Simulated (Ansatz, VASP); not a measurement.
# Cross-check of Fe (Iron-alpha) between VASP and Ansatz, part 2 of 2

Aim: how closely do two programs agree when they are given the same cell, functional and k mesh?

VASP 6.6.1 and Ansatz 0.2.0.

So far: Starting point; Ansatz: relaxation of cell and atoms, r2SCAN.

### Step 3. VASP: relaxation of cell and atoms, r2SCAN

Level of this step: r2SCAN, spin-polarised from a ferromagnetic start (one magnetic atom a cell); plane waves and PAW (Fe) (VASP).

The same cell, functional, mesh and smearing now go to VASP, with its own data sets and cutoff.

Lines of VASP's logs that name or quote its potential files are left out, and so is its time.

Contents of INCAR:

```
SYSTEM = Fe
PREC = Accurate
ENCUT = 520
EDIFF = 1E-06
NELM = 100
ISMEAR = -1
SIGMA = 0.05
LREAL = .FALSE.
ALGO = Normal
METAGGA = R2SCAN
LASPH = .TRUE.
NBANDS = 10
ISPIN = 2
MAGMOM = 3
LMAXMIX = 4
LORBIT = 11
LWAVE = .FALSE.
LCHARG = .FALSE.
KPAR = 2
IBRION = 2
NSW = 60
ISIF = 3
EDIFFG = -0.01
```

Contents of POSCAR:

```
Fe
1.0
   -1.4332500000      1.4332500000      1.4332500000
    1.4332500000     -1.4332500000      1.4332500000
    1.4332500000      1.4332500000     -1.4332500000
Fe
1
Direct
    0.0000000000      0.0000000000      0.0000000000
```

Contents of KPOINTS:

```
Automatic mesh
0
Gamma
13 13 13
0 0 0
```

The projector-augmented-wave data sets are Fe (PBE family, release 64).

Launch:

```sh
> mpirun -np 2 vasp_std
```

Numbers of over 12 decimals in the logs are rounded to 6 here.

The program printed:

```text
[banner, memory and clock lines left out]
running    2 mpi-ranks, on    1 nodes
 distrk:  each k-point on    1 cores,    2 groups
 distr:  one band on    1 cores,    1 groups

 POSCAR found type information on POSCAR Fe
 POSCAR found :  1 types and       1 ions
|                                                                             |
|               ----> ADVICE to this user running VASP <----                  |
|                                                                             |
|     You enforced a specific xc type in the INCAR file but a different       |
|     [... a line on the potential file left out ...]
|     I HOPE YOU KNOW WHAT YOU ARE DOING!                                     |
|                                                                             |

 LDA part: xc-table for (None), standard interpolation
 POSCAR, INCAR and KPOINTS ok, starting setup
 FFT: planning ... GRIDC
 FFT: planning ... GRID_SOFT
 FFT: planning ... GRID
 WAVECAR not read
 entering main loop
       N       E                     dE             d eps       ncg     rms          rms(c)
DAV:   1     0.135998688944E+02    0.13600E+02   -0.42501E+03  3570   0.997E+02
DAV:   2    -0.148647832507E+02   -0.28465E+02   -0.26022E+02  3400   0.137E+02
DAV:   3    -0.154480054599E+02   -0.58322E+00   -0.58060E+00  3782   0.256E+01
DAV:   4    -0.154511527996E+02   -0.31473E-02   -0.31470E-02  3624   0.173E+00
DAV:   5    -0.154511830195E+02   -0.30220E-04   -0.30220E-04  3674   0.164E-01    0.113E+01
DAV:   6    -0.143641266077E+02    0.10871E+01   -0.15186E+01  3708   0.592E+01    0.686E+00
DAV:   7    -0.143560473628E+02    0.80792E-02   -0.12119E+00  3806   0.144E+01    0.455E+00
DAV:   8    -0.143731240268E+02   -0.17077E-01   -0.57394E-02  4196   0.191E+00    0.238E+00
DAV:   9    -0.143621143869E+02    0.11010E-01   -0.61601E-02  3656   0.219E+00    0.533E-01
DAV:  10    -0.143662537714E+02   -0.41394E-02   -0.33201E-02  3742   0.170E+00    0.172E-01
DAV:  11    -0.143669783647E+02   -0.72459E-03   -0.12605E-03  3594   0.365E-01    0.715E-02
DAV:  12    -0.143669899859E+02   -0.11621E-04   -0.22878E-05  4030   0.522E-02    0.455E-02
DAV:  13    -0.143670041547E+02   -0.14169E-04   -0.69677E-05  3882   0.711E-02    0.984E-03
DAV:  14    -0.143670029702E+02    0.11845E-05   -0.79770E-07  2552   0.112E-02    0.152E-03
DAV:  15    -0.143670027572E+02    0.21294E-06   -0.52551E-08  1700   0.322E-03
   1 F= -.14367003E+02 E0= -.14364478E+02  d E =-.143670E+02  mag=     2.6475
 curvature:   0.00 expect dE= 0.000E+00 dE for cont linesearch  0.000E+00
 trial: gam= 0.00000 g(F)=  0.410E-62 g(S)=  0.138E-03 ort = 0.000E+00 (trialstep = 0.100E+01)
 search vector abs. value=  0.138E-03
 bond charge predicted
       N       E                     dE             d eps       ncg     rms          rms(c)
DAV:   1    -0.143683665602E+02   -0.13636E-02   -0.31425E-02  3636   0.299E+00    0.355E-01
DAV:   2    -0.143670616732E+02    0.13049E-02   -0.10871E-02  3690   0.149E+00    0.367E-01
DAV:   3    -0.143670335790E+02    0.28094E-04   -0.34929E-04  3742   0.267E-01    0.142E-01
DAV:   4    -0.143670171094E+02    0.16470E-04   -0.15938E-05  3712   0.624E-02    0.351E-02
DAV:   5    -0.143670028385E+02    0.14271E-04   -0.19275E-05  3872   0.362E-02    0.561E-03
DAV:   6    -0.143670030600E+02   -0.22152E-06   -0.64187E-07  2304   0.836E-03
   2 F= -.14367003E+02 E0= -.14364482E+02  d E =-.302762E-06  mag=     2.6472
 trial-energy change:   -0.000000  1 .order    0.000010   -0.000138    0.000159
 step:   0.5188(harm=  0.4652)  dis= 0.00000  next Energy=   -14.367040 (dE=-0.374E-04)
 bond charge predicted
       N       E                     dE             d eps       ncg     rms          rms(c)
DAV:   1    -0.143673639108E+02   -0.36107E-03   -0.72442E-03  3634   0.144E+00    0.172E-01
DAV:   2    -0.143670465344E+02    0.31738E-03   -0.25872E-03  3690   0.727E-01    0.179E-01
DAV:   3    -0.143670482137E+02   -0.16793E-05   -0.89538E-05  3742   0.136E-01    0.690E-02
DAV:   4    -0.143670426347E+02    0.55790E-05   -0.37817E-06  3550   0.310E-02    0.172E-02
DAV:   5    -0.143670397861E+02    0.28486E-05   -0.42761E-06  3156   0.179E-02    0.298E-03
DAV:   6    -0.143670400074E+02   -0.22125E-06   -0.15170E-07  1684   0.452E-03
   3 F= -.14367040E+02 E0= -.14364518E+02  d E =-.372501E-04  mag=     2.6473
 curvature:  -0.23 expect dE=-0.408E-06 dE for cont linesearch -0.408E-06
 trial: gam= 0.00000 g(F)=  0.322E-61 g(S)=  0.177E-05 ort =-0.157E-04 (trialstep = 0.904E+00)
 search vector abs. value=  0.177E-05
 reached required accuracy - stopping structural energy minimisation
```

From OUTCAR (step 3):

```text
ion  position               nearest neighbor table
   1  0.000  0.000  0.000-

  LATTYP: Found a body centered cubic cell.
 ALAT       =     2.8665000000

 Subroutine GETGRP returns: Found 48 space group operations
 (whereof 48 operations were pure point group operations)

The static configuration has the point symmetry O_h .

 Found     84 irreducible k-points:

   k-points           NKPTS =     84   k-points in BZ     NKDIM =     84   number of bands    NBANDS=     10

   dimension x,y,z NGX =    18 NGY =   18 NGZ =   18
   dimension x,y,z NGXF=    36 NGYF=   36 NGZF=   36

   ENCUT  =  520.0 eV  38.22 Ry    6.18 a.u.   4.62  4.62  4.62*2*pi/ulx,y,z

   NELECT =       8.0000    total number of electrons

 k-points in reciprocal lattice and weights: Automatic mesh
   0.00000000  0.00000000  0.00000000       0.000
   0.07692308  0.00000000  0.00000000       0.005
   0.15384615  0.00000000  0.00000000       0.005
   0.23076923  0.00000000  0.00000000       0.005
   0.30769231  0.00000000  0.00000000       0.005
   0.38461538  0.00000000  0.00000000       0.005
   0.46153846  0.00000000  0.00000000       0.005
   0.07692308  0.07692308  0.00000000       0.011
   0.15384615  0.07692308 -0.00000000       0.022
[...]
-0.46153846 -0.46153846  0.38461538       0.004
  -0.46153846  0.46153846  0.46153846       0.003

 average (electrostatic) potential at core
       1 -48.5865

 E-fermi :   5.4926

 spin component 1
 k-point     1 :       0.0000    0.0000    0.0000
  band No.  band energies     occupation
    ...
      2       2.4285      1.00000
      3       2.4286      1.00000
      4       2.4286      1.00000
      5       3.6346      1.00000
      6       3.6346      1.00000
      7      31.1584      0.00000
      8      31.1585      0.00000
      9      31.1585      0.00000
     10      36.0074      0.00000

 k-point     2 :       0.0769    0.0000    0.0000
  band No.  band energies     occupation
    ...
      2       2.3682      1.00000
      3       2.4268      1.00000
      4       2.5538      1.00000
      5       3.5765      1.00000
      6       3.6393      1.00000
      7      29.4242      0.00000
      8      30.7236      0.00000
      9      30.8841      0.00000
     10      35.1908      0.00000

 k-point     3 :       0.1538    0.0000    0.0000
  band No.  band energies     occupation
    ...
      2       2.2033      1.00000
      3       2.4011      1.00000
      4       2.9110      1.00000
      5       3.4723      1.00000
      6       3.6550      1.00000
      7      26.0069      0.00000
      8      29.3313      0.00000
      9      30.3167      0.00000
     10      32.5502      0.00000

 k-point     4 :       0.2308    0.0000    0.0000
  band No.  band energies     occupation
    ...
      2       1.9765      1.00000
      3       2.3972      1.00000
      4       3.4428      1.00000
      5       3.4535      1.00000
      6       3.6840      1.00000
      7      22.2303      0.00000
      8      27.5928      0.00000
      9      29.7668      0.00000
     10      30.1623      0.00000

 k-point     5 :       0.3077    0.0000    0.0000
  band No.  band energies     occupation
    ...
      2       1.7426      1.00000
      3       2.8279      1.00000
      4       3.5513      1.00000
      5       3.7239      1.00000
      6       4.0501      1.00000
      7      18.5355      0.00000
      8      26.0609      0.00000
      9      28.1468      0.00000
     10      29.3461      0.00000

 k-point     6 :       0.3846    0.0000    0.0000
  band No.  band energies     occupation
    ...
      2       1.5537      1.00000
      3       3.5637      1.00000
      4       3.7645      1.00000
      5       4.2707      1.00000
      6       4.5944      1.00000
      7      15.2045      0.00000
      8      24.9552      0.00000
      9      26.6566      0.00000
     10      29.0725      0.00000

  Total        0.0034981      0.0034981      0.0034981      0.0000000     -0.0000000      0.0000000
  in kB        0.4770142      0.4770142      0.4770142      0.0000000     -0.0000000      0.0000000
  external PRESSURE =       0.4770142 kB  Pullay stress =       0.0000000 kB

  energy-cutoff  :      520.00
  volume of cell :       11.75
      direct lattice vectors                 reciprocal lattice vectors
    -1.432140756  1.432140756  1.432140756     0.000000000  0.349127694  0.349127694
     1.432140756 -1.432140756  1.432140756     0.349127694  0.000000000  0.349127694
     1.432140756  1.432140756 -1.432140756     0.349127694  0.349127694  0.000000000

 POSITION                                       TOTAL-FORCE (eV/Angst)
 -----------------------------------------------------------------------------------
      0.00000     -0.00000      0.00000         0.000000     -0.000000      0.000000
 -----------------------------------------------------------------------------------
    total drift:                                0.000000     -0.000000      0.000000

  FREE ENERGIE OF THE ION-ELECTRON SYSTEM (eV)
  ---------------------------------------------------
  free  energy   TOTEN  =       -14.3670400074 eV

  energy  without entropy=      -14.3619958881  energy(sigma->0) =      -14.36451795

 reached required accuracy - stopping structural energy minimisation

 total charge
# of ion       s       p       d       tot
------------------------------------------
    1        0.479   0.551   6.173   7.203

 magnetization (x)
# of ion       s       p       d       tot
------------------------------------------
    1       -0.013  -0.118   2.846   2.716

[... 6 further parts left out ...]
```

CONTCAR:

```
Fe
   1.00000000000000
    -1.4321407557961778    1.4321407557961778    1.4321407557961778
     1.4321407557961778   -1.4321407557961778    1.4321407557961778
     1.4321407557961778    1.4321407557961778   -1.4321407557961778
  Fe
     1
Direct
     0.0000000000000000    0.0000000000000000    0.0000000000000000
```

SCAN-type functionals tend to overstate the moments of itinerant magnets.

### Step 4. Side by side

Known differences besides the potentials themselves: VASP keeps PBE cores, Ansatz makes them for the functional; both relaxations stop at a tolerance, which leaves soft axes loose, and VASP keeps its plane-wave basis; the data sets hold 16 valence electrons in Ansatz (default PAW (the set named soft_2) files) and 8 in VASP; the cutoff is 500 eV in Ansatz and 520 eV in VASP; Ansatz adds a Pulay correction to the stress that steers its cell, VASP none; site moments are counted in spheres of each program's own size. Total energies have different zeros and are not compared.

The two programs side by side:

```tsv
quantity	Ansatz	VASP	difference
volume (Å³)	11.77	11.75	+0.20 %
edge a after relaxation, in the typed setting (Å)	2.482	2.481	+0.07 %
total moment (μB)	2.65	2.65	0.00
moment on Fe1 (μB)	2.81	2.72	+0.09
```

The walks stopped with -0.03 GPa left in Ansatz and 0.05 GPa in VASP; each walk ends within a tolerance, so the volume difference is uncertain by about these residues over the bulk modulus, most in soft cells.

### Step 5. Ansatz: relaxation of cell and atoms, r2SCAN with rVV10

The relaxed volume is the usual yardstick between codes: its relative difference is about their pressure difference at one cell divided by the bulk modulus.

Contents of input.yaml:

```yaml
crystal:
  lattice:
    - [-1.43325, 1.43325, 1.43325]
    - [1.43325, -1.43325, 1.43325]
    - [1.43325, 1.43325, -1.43325]
  atoms:
    - { symbol: Fe, position: [0.0, 0.0, 0.0], spin: 3.0 }
hamiltonian:
  xc: r2scan
  pseudopotentials: { kind: paw }
  dispersion: rvv10
magnetization:
  spin_polarized: true
kpoints:
  mp_grid: { grid: [13, 13, 13] }
scf:
  occupations: { method: fermi_dirac, width: 0.05 }
relax:
  f_tol: 0.01
  max_steps: 60
  cell: { stress_tol: 0.05 }
output:
  forces: true
  stress: true
```

Launch:

```sh
> ansatz run input.yaml --threads 4 --pin off --max-ram 9216MiB --backend cpu --events-out ev --progress --plain --runs-dir out
```

The program printed:

```text
[...]
Crystal: 1 atoms, lattice volume = 11.777 Å³
Basis set: ecut = 500 eV, 321 PW (Γ), exchange–correlation on 96×96×96 points (64 copies of the dense FFT grid, shifted against one another)
Bands: 14, of which v1, the nominal top of the filled ones, is band 8 counted from 1 (7 counted from 0)
Symmetry: 48 space group operations
[...]
-0.000000      -0.000012       0.000000
        0.000000      -0.000000      -0.000012
  P = ⅓ Tr σ = -0.0000 GPa (-0.000 kbar)
--- Relaxed structure (3 steps of the walk, 3 accepted, 1 SCFs on fresh bases) ---
[...]
cell:  # Å, volume = 11.6607 Å³
    - [-1.428527, 1.428527, 1.428527]
    - [1.428527, -1.428527, 1.428527]
    - [1.428527, 1.428527, -1.428527]
  atoms:
    - { symbol: Fe, position: [0.0, 0.0, 0.0] }
[key lines of the parts left out:]
SCF converged after 11 iterations
Magnetization: 2.6470 μB (9.3235 up, 6.6765 down)
Free energy (F): -4485.025467 eV
Fermi energy:    17.902130 eV
```

Elapsed: 6.3 s, on 4 threads of Arm Neoverse V2, shared host; peak memory 0.39 GiB; 21 s of CPU time.

### Step 6. VASP: relaxation of cell and atoms, r2SCAN with rVV10

The same cell, functional, mesh and smearing now go to VASP, with its own data sets and cutoff.

INCAR: that of step 3 with these lines changed.

```diff
@@ -10,2 +10,6 @@
 METAGGA = R2SCAN
+LUSE_VDW = .TRUE.
+IVDW_NL = 2
+BPARAM = 11.95
+CPARAM = 0.0093
 LASPH = .TRUE.
```

POSCAR is that of step 3.

KPOINTS is that of step 3.

Launch:

```sh
> mpirun -np 2 vasp_std
```

The program printed:

```text
[banner, memory and clock lines left out]
running    2 mpi-ranks, on    1 nodes
[...]
|                                                                             |
|               ----> ADVICE to this user running VASP <----                  |
|                                                                             |
|     You have switched on vdW-DFT.                                           |
|     This routine was written and supplied by Jiri Klimes. We recommend      |
|     that you carefully read and cite the following publications:            |
|       J. Klimes, D.R. Bowler, A. Michelides                                 |
|          J. Phys.: Cond Matt. 22 022201 (2010)                              |
|       J. Klimes, D.R. Bowler, A. Michelides                                 |
|          Phys. Rev. B. 83, 195131 (2011)                                    |
|     and references therein.                                                 |
|                                                                             |

[...]
DAV:   4    -0.141860204490E+02    0.13051E-03   -0.11038E-04  3704   0.171E-01    0.914E-02
Total rVV10 correction in eV:      0.1805583     9.9637554
Total rVV10 correction in eV:      0.1805583     9.9637554
DAV:   5    -0.141859351634E+02    0.85286E-04   -0.11460E-04  3576   0.101E-01    0.180E-02
Total rVV10 correction in eV:      0.1805576     9.9637554
Total rVV10 correction in eV:      0.1805576     9.9637554
DAV:   6    -0.141859385293E+02   -0.33659E-05   -0.40265E-06  3464   0.262E-02    0.799E-03
Total rVV10 correction in eV:      0.1805453     9.9637554
Total rVV10 correction in eV:      0.1805453     9.9637554
DAV:   7    -0.141859400094E+02   -0.14801E-05   -0.23190E-07  1822   0.710E-03    0.231E-03
Total rVV10 correction in eV:      0.1805433     9.9637554
Total rVV10 correction in eV:      0.1805433     9.9637554
DAV:   8    -0.141859404139E+02   -0.40448E-06   -0.86709E-08  1686   0.289E-03
Total rVV10 correction in eV:      0.1805436     9.9637554
Total rVV10 correction in eV:      0.1805436     9.9637554
Total rVV10 correction in eV:      0.1805433     9.9637554
Total rVV10 correction in eV:      0.1805433     9.9637554
   3 F= -.14185940E+02 E0= -.14183434E+02  d E =-.733930E-03  mag=     2.6468
[...]
reached required accuracy - stopping structural energy minimisation
```

From OUTCAR (step 6):

```text
  Total        0.0024328      0.0024328      0.0024328      0.0000000      0.0000000      0.0000000
  in kB        0.3342400      0.3342400      0.3342400      0.0000000      0.0000000      0.0000000
  external PRESSURE =       0.3342400 kB  Pullay stress =       0.0000000 kB

 POSITION                                       TOTAL-FORCE (eV/Angst)
 -----------------------------------------------------------------------------------
      0.00000      0.00000     -0.00000        -0.000000     -0.000000     -0.000000
 -----------------------------------------------------------------------------------
    total drift:                                0.000000     -0.000000      0.000000

  FREE ENERGIE OF THE ION-ELECTRON SYSTEM (eV)
  ---------------------------------------------------
  free  energy   TOTEN  =       -14.1859404139 eV

  energy  without entropy=      -14.1809284683  energy(sigma->0) =      -14.18343444

 magnetization (x)
# of ion       s       p       d       tot
------------------------------------------
    1       -0.012  -0.117   2.842   2.712

[... 2 parts as in an earlier step ...]

[... 2 further parts left out ...]
[key lines of the parts left out:]
E-fermi :   5.5398
```

### Step 7. Comparison

The two programs side by side:

```tsv
quantity	Ansatz	VASP	difference
volume (Å³)	11.66	11.66	-0.01 %
edge a after relaxation, in the typed setting (Å)	2.474	2.474	+0.00 %
total moment (μB)	2.65	2.65	0.00
moment on Fe1 (μB)	2.80	2.71	+0.09
```

The walks stopped with 0.00 GPa left in Ansatz and 0.03 GPa in VASP; each walk ends within a tolerance, so the volume difference is uncertain by about these residues over the bulk modulus, most in soft cells.

### Step 8. What came out

* difference in volume (relaxation of cell and atoms, r2SCAN): 0.20 %
* difference in volume (relaxation of cell and atoms, r2SCAN with rVV10): -0.0089 %

The difference in volume is 0.20 % (relaxation of cell and atoms, r2SCAN), within the 1.2 % picked in this series as the mark of a large difference, as far as the stopping tolerances let one tell. Such differences can come from data sets, numerical settings and the points named under the comparisons, not from the functional's error against experiment.

[Lines on the potential files, build, host, timing and source positions are cut from VASP's logs without a mark.]

[Logs are printed without paths, hosts, clocks, repeated set-up lines and the standing remarks that a program may print on its own settings, such as how far it seeks lower states.]

[Hosts, paths, dates, database ids (printed as entryN), source tags and the programs' standing remarks are cut or masked in the printed files.]
